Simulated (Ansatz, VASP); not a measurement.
**Ru (Ruthenium) in two plane-wave programs**

One calculation is typed for both programs; each brings its own data sets. How far apart do they land? The cell is taken from a series of runs on this material, whose earlier steps may have relaxed, scaled, displaced or heated it; both programs get it as it stands.

Method: plane waves, with VASP 6.6.1 beside it; zone-centre phonons at LDA, in Ansatz 0.2.0.

## (1) Starting point

The structure is hexagonal, space group P6_3/mmc (No. 194). The conventional cell has a = 2.689 Å, b = 2.689 Å, c = 4.139 Å, α = 90.00°, β = 90.00°, γ = 120.00°. Nearest to Ru lie 12 Ru at 2.59 to 2.69 Å.

Structure file:

```cif
data_structure
_symmetry_space_group_name_H-M 'P 1'
_symmetry_Int_Tables_number 1
_cell_length_a 2.6887
_cell_length_b 2.6887
_cell_length_c 4.1395
_cell_angle_alpha 90.000
_cell_angle_beta 90.000
_cell_angle_gamma 120.000
_cell_volume 25.92
loop_
_atom_site_label
_atom_site_type_symbol
_atom_site_fract_x
_atom_site_fract_y
_atom_site_fract_z
_atom_site_occupancy
Ru1 Ru 0.33333 0.66667 0.25000 1
Ru2 Ru 0.66667 0.33333 0.75000 1
```

## (2) VASP: zone-centre phonons, LDA

Second derivatives magnify differences that forces hide, and they need a tight electronic threshold.

Lines of VASP's logs that name or quote its potential files are left out, and so is its time.

Input file INCAR:

```
SYSTEM = Ru
PREC = Accurate
ENCUT = 500
EDIFF = 1E-08
NELM = 120
ISMEAR = 1
SIGMA = 0.2
LREAL = .FALSE.
ALGO = Normal
GGA = PW92
NBANDS = 20
LASPH = .TRUE.
LORBIT = 11
LWAVE = .FALSE.
LCHARG = .FALSE.
ISIF = 2
IBRION = 8
GGA_COMPAT = .FALSE.
KPAR = 2
```

Input file POSCAR:

```
Ru
1.0
    2.6887330652      0.0000000000      0.0000000000
   -1.3443665326      2.3285111385      0.0000000000
    0.0000000000      0.0000000000      4.1394707680
Ru
2
Direct
    0.3333333370      0.6666666704      0.2500000000
    0.6666666704      0.3333333370      0.7500000000
```

Input file KPOINTS:

```
Automatic mesh
0
Gamma
18 18 12
0 0 0
```

The projector-augmented-wave data sets are Ru_pv (LDA family, release 64).

Launch:

```
$ mpirun -np 2 vasp_std
```

Numbers of over 12 decimals in the logs are rounded to 6 here.

What it wrote:

```text
[banner, memory and clock lines left out]
running    2 mpi-ranks, on    1 nodes
 distrk:  each k-point on    1 cores,    2 groups
 distr:  one band on    1 cores,    1 groups

 POSCAR found type information on POSCAR Ru
 POSCAR found :  1 types and       2 ions
|                                                                             |
|               ----> ADVICE to this user running VASP <----                  |
|                                                                             |
|     You enforced a specific xc type in the INCAR file but a different       |
|     [... a line on the potential file left out ...]
|     I HOPE YOU KNOW WHAT YOU ARE DOING!                                     |
|                                                                             |

 LDA part: xc-table for (Slater(with rela. corr.)+PW92), standard interpolation
 POSCAR, INCAR and KPOINTS ok, starting setup
 FFT: planning ... GRIDC
 FFT: planning ... GRID_SOFT
 FFT: planning ... GRID
 WAVECAR not read
 entering main loop
       N       E                     dE             d eps       ncg     rms          rms(c)
DAV:   1     0.279884875395E+03    0.27988E+03   -0.17403E+04 10400   0.153E+03
DAV:   2    -0.169424839167E+02   -0.29683E+03   -0.28878E+03 10624   0.457E+02
DAV:   3    -0.227310600421E+02   -0.57886E+01   -0.57433E+01 11872   0.716E+01
DAV:   4    -0.227769976952E+02   -0.45938E-01   -0.45883E-01 13212   0.602E+00
DAV:   5    -0.227776603353E+02   -0.66264E-03   -0.65984E-03 11644   0.625E-01    0.206E+01
DAV:   6    -0.214586062103E+02    0.13191E+01   -0.30240E+00 11964   0.173E+01    0.593E+00
DAV:   7    -0.213708370240E+02    0.87769E-01   -0.56135E-01 11668   0.536E+00    0.119E+00
DAV:   8    -0.213599005480E+02    0.10936E-01   -0.26440E-02 11560   0.156E+00    0.341E-01
DAV:   9    -0.213595004259E+02    0.40012E-03   -0.66256E-04 11916   0.270E-01    0.308E-02
DAV:  10    -0.213595190654E+02   -0.18639E-04   -0.93626E-05 11536   0.991E-02    0.224E-02
DAV:  11    -0.213595166152E+02    0.24501E-05   -0.17111E-05 11612   0.408E-02    0.135E-03
DAV:  12    -0.213595165781E+02    0.37100E-07   -0.22193E-07 11856   0.439E-03    0.117E-03
DAV:  13    -0.213595165752E+02    0.29190E-08   -0.68976E-09  7400   0.834E-04
   1 F= -.21359517E+02 E0= -.21359518E+02  d E =0.454838E-05
 Linear response reoptimize wavefunctions to high precision
DAV:   1    -0.213595165781E+02   -0.28549E-08   -0.60819E-10  7084   0.259E-04
DAV:   2    -0.213595165781E+02   -0.95497E-11   -0.43614E-11  6540   0.733E-05
 Linear response DOF=           2
 Linear response progress:
  Degree of freedom:   1/  2
       N       E                     dE             d eps       ncg     rms          rms(c)
RMM:   1    -0.504749561453E+00   -0.50475E+00    0.33709E+00 46382   0.594E+01
RMM:   2    -0.606896630896E+00   -0.10215E+00   -0.11718E-01 63628   0.289E+00    0.143E-01
RMM:   3    -0.605753836697E+00    0.11428E-02   -0.36040E-03 72491   0.497E-01    0.647E-02
RMM:   4    -0.604591963941E+00    0.11619E-02   -0.50103E-04 72932   0.167E-01    0.240E-02
RMM:   5    -0.604421609324E+00    0.17035E-03   -0.76731E-05 88739   0.431E-02    0.982E-03
RMM:   6    -0.604344791275E+00    0.76818E-04   -0.73729E-05 78540   0.125E-02    0.501E-03
RMM:   7    -0.604341416440E+00    0.33748E-05   -0.50543E-05 78759   0.695E-03    0.727E-04
RMM:   8    -0.604360729563E+00   -0.19313E-04   -0.31558E-05 94875   0.243E-03    0.327E-04
RMM:   9    -0.604367708366E+00   -0.69788E-05   -0.16990E-05 86772   0.104E-03    0.671E-05
RMM:  10    -0.604368249946E+00   -0.54158E-06   -0.91051E-06 98737   0.559E-04    0.194E-05
RMM:  11    -0.604368597858E+00   -0.34791E-06   -0.49975E-06 85547   0.340E-04    0.879E-06
RMM:  12    -0.604368611675E+00   -0.13818E-07   -0.28140E-06 92137   0.239E-04    0.459E-06
RMM:  13    -0.604368605946E+00    0.57295E-08   -0.18963E-06 97427   0.185E-04    0.115E-06
RMM:  14    -0.604368619799E+00   -0.13853E-07   -0.11156E-06 96381   0.154E-04    0.101E-06
RMM:  15    -0.604368639176E+00   -0.19377E-07   -0.73515E-07 91754   0.138E-04    0.626E-07
RMM:  16    -0.604368650766E+00   -0.11590E-07   -0.44670E-07 92098   0.129E-04    0.178E-07
RMM:  17    -0.604368655833E+00   -0.50669E-08   -0.30869E-07 73794   0.122E-04    0.207E-07
RMM:  18    -0.604368662280E+00   -0.64476E-08   -0.22990E-07 84009   0.119E-04    0.477E-08
 first order change of Fermi-energy   0.83410E-06
 force on displaced ion       1 direction 1 :  -9.130   0.001   0.000
 Linear response progress:
  Degree of freedom:   2/  2
       N       E                     dE             d eps       ncg     rms          rms(c)
RMM:   1    -0.616216241198E+00   -0.61622E+00    0.38515E+00 15999   0.601E+01
RMM:   2    -0.730891670035E+00   -0.11468E+00   -0.13232E-01 22067   0.301E+00    0.145E-01
RMM:   3    -0.730653120560E+00    0.23855E-03   -0.89015E-04 25114   0.466E-01    0.735E-02
RMM:   4    -0.730128276154E+00    0.52484E-03   -0.14660E-04 24759   0.163E-01    0.214E-02
RMM:   5    -0.729982047313E+00    0.14623E-03    0.42156E-04 29664   0.507E-02    0.132E-02
RMM:   6    -0.729920557133E+00    0.61490E-04    0.11901E-04 26802   0.144E-02    0.489E-03
RMM:   7    -0.729918699148E+00    0.18580E-05    0.19989E-05 26168   0.782E-03    0.326E-03
RMM:   8    -0.729913661218E+00    0.50379E-05    0.40904E-05 26199   0.419E-03    0.668E-04
RMM:   9    -0.729922563091E+00   -0.89019E-05    0.25199E-05 29130   0.194E-03    0.126E-04
RMM:  10    -0.729924852999E+00   -0.22899E-05    0.18895E-05 29832   0.778E-04    0.464E-05
RMM:  11    -0.729926672373E+00   -0.18194E-05    0.74630E-06 30510   0.396E-04    0.119E-05
RMM:  12    -0.729927245958E+00   -0.57358E-06    0.17738E-06 29679   0.274E-04    0.581E-06
RMM:  13    -0.729927175162E+00    0.70796E-07    0.28845E-06 30027   0.210E-04    0.158E-06
RMM:  14    -0.729927326711E+00   -0.15155E-06    0.12382E-06 33752   0.170E-04    0.125E-06
RMM:  15    -0.729927339590E+00   -0.12879E-07    0.11971E-06 31003   0.149E-04    0.830E-07
RMM:  16    -0.729927481179E+00   -0.14159E-06   -0.33440E-08 30592   0.138E-04    0.336E-07
RMM:  17    -0.729927480568E+00    0.61186E-09   -0.45817E-09 26853   0.129E-04    0.499E-07
 first order change of Fermi-energy   0.12308E-03
 force on displaced ion       1 direction 3 :   0.000   0.000 -17.360
 Linear response finished
```

Parts of OUTCAR (step 2):

```text
ion  position               nearest neighbor table
   1  0.333  0.667  0.250-   2 2.59   2 2.59   2 2.59   2 2.59   2 2.59   2 2.59
   2  0.667  0.333  0.750-   1 2.59   1 2.59   1 2.59   1 2.59   1 2.59   1 2.59

  LATTYP: Found a hexagonal cell.
 ALAT       =     2.6887330652
 C/A-ratio  =     1.5395618188

 Subroutine GETGRP returns: Found 24 space group operations
 (whereof 12 operations were pure point group operations)

The static configuration has the point symmetry D_3d.
 The point group associated with its full space group is D_6h.

 Found    259 irreducible k-points:

   k-points           NKPTS =    259   k-points in BZ     NKDIM =    259   number of bands    NBANDS=     20

   dimension x,y,z NGX =    20 NGY =   20 NGZ =   30
   dimension x,y,z NGXF=    40 NGYF=   40 NGZF=   60

   ENCUT  =  500.0 eV  36.75 Ry    6.06 a.u.   4.90  4.90  7.55*2*pi/ulx,y,z

   NELECT =      28.0000    total number of electrons

 k-points in reciprocal lattice and weights: Automatic mesh
   0.00000000  0.00000000  0.00000000       0.000
   0.05555556 -0.00000000  0.00000000       0.002
   0.11111111 -0.00000000  0.00000000       0.002
   0.16666667 -0.00000000  0.00000000       0.002
   0.22222222 -0.00000000  0.00000000       0.002
   0.27777778 -0.00000000  0.00000000       0.002
   0.33333333  0.00000000  0.00000000       0.002
   0.38888889 -0.00000000  0.00000000       0.002
   0.44444444 -0.00000000  0.00000000       0.002
[...]
0.33333333  0.27777778  0.50000000       0.003
   0.33333333  0.33333333  0.50000000       0.001

 average (electrostatic) potential at core
       1 -66.6421       2 -66.6421

  Total        0.0997944      0.0997944      2.2480443     -0.0000000      0.0000000      0.0000000
  in kB        6.1694397      6.1694397    138.9775391     -0.0000000      0.0000000      0.0000000
  external PRESSURE =      50.4388062 kB  Pullay stress =       0.0000000 kB

  energy-cutoff  :      500.00
  volume of cell :       25.92
      direct lattice vectors                 reciprocal lattice vectors
     2.688733065  0.000000000  0.000000000     0.371922380  0.214729486  0.000000000
    -1.344366533  2.328511139  0.000000000     0.000000000  0.429458972  0.000000000
     0.000000000  0.000000000  4.139470768     0.000000000  0.000000000  0.241576775

 POSITION                                       TOTAL-FORCE (eV/Angst)
 -----------------------------------------------------------------------------------
      0.00000      1.55234      1.03487         0.000000     -0.000000      0.000000
      1.34437      0.77617      3.10460        -0.000000      0.000000      0.000000
 -----------------------------------------------------------------------------------
    total drift:                               -0.000004     -0.000008      0.000000

 Eigenvectors and eigenvalues of the dynamical matrix
 ----------------------------------------------------

   1 f  =    9.162837 THz    57.571803 2PiTHz  305.639344 cm-1    37.894432 meV
             X         Y         Z           dx          dy          dz
      0.000000  1.552341  1.034868     0.000000    0.000000    0.707107
      1.344367  0.776170  3.104603    -0.000000    0.000000   -0.707107

   2 f  =    6.644750 THz    41.750197 2PiTHz  221.645009 cm-1    27.480466 meV
             X         Y         Z           dx          dy          dz
      0.000000  1.552341  1.034868    -0.000000    0.707107   -0.000000
      1.344367  0.776170  3.104603     0.000000   -0.707107   -0.000000

   3 f  =    6.644750 THz    41.750197 2PiTHz  221.645009 cm-1    27.480466 meV
             X         Y         Z           dx          dy          dz
      0.000000  1.552341  1.034868     0.707107    0.000000   -0.000000
      1.344367  0.776170  3.104603    -0.707107   -0.000000    0.000000

   4 f  =    0.000000 THz     0.000001 2PiTHz    0.000004 cm-1     0.000000 meV
             X         Y         Z           dx          dy          dz
      0.000000  1.552341  1.034868    -0.000000   -0.676766   -0.204908
      1.344367  0.776170  3.104603     0.000000   -0.676766   -0.204908

   5 f  =    0.000000 THz     0.000000 2PiTHz    0.000000 cm-1     0.000000 meV
             X         Y         Z           dx          dy          dz
      0.000000  1.552341  1.034868    -0.707107    0.000000    0.000000
      1.344367  0.776170  3.104603    -0.707107    0.000000    0.000000

   6 f/i=    0.000000 THz     0.000000 2PiTHz    0.000001 cm-1     0.000000 meV
             X         Y         Z           dx          dy          dz
      0.000000  1.552341  1.034868     0.000000    0.204908   -0.676766
      1.344367  0.776170  3.104603     0.000000    0.204908   -0.676766

 ELASTIC MODULI CONTR FROM IONIC RELAXATION (kBar)
 Direction    XX          YY          ZZ          XY          YZ          ZX
 --------------------------------------------------------------------------------
 XX         -78.0023     78.0023      0.0000      0.0000      0.0000      0.0000
 YY          78.0023    -78.0023     -0.0000     -0.0000      0.0000      0.0000
 ZZ           0.0000     -0.0000     -0.0000      0.0000      0.0000      0.0000
 XY           0.0000     -0.0000      0.0000    -78.0023      0.0000      0.0000
 YZ           0.0000      0.0000      0.0000      0.0000      0.0000      0.0000
 ZX           0.0000      0.0000      0.0000      0.0000      0.0000      0.0000
 --------------------------------------------------------------------------------
```

(Continued in part 2 of 2.)

[Lines on the potential files, build, host, timing and source positions are cut from VASP's logs without a mark.]

[Logs are printed without paths, hosts, clocks, repeated set-up lines and the standing remarks that a program may print on its own settings, such as how far it seeks lower states.]

[Hosts, paths, dates, database ids (printed as entryN), source tags and the programs' standing remarks are cut or masked in the printed files.]
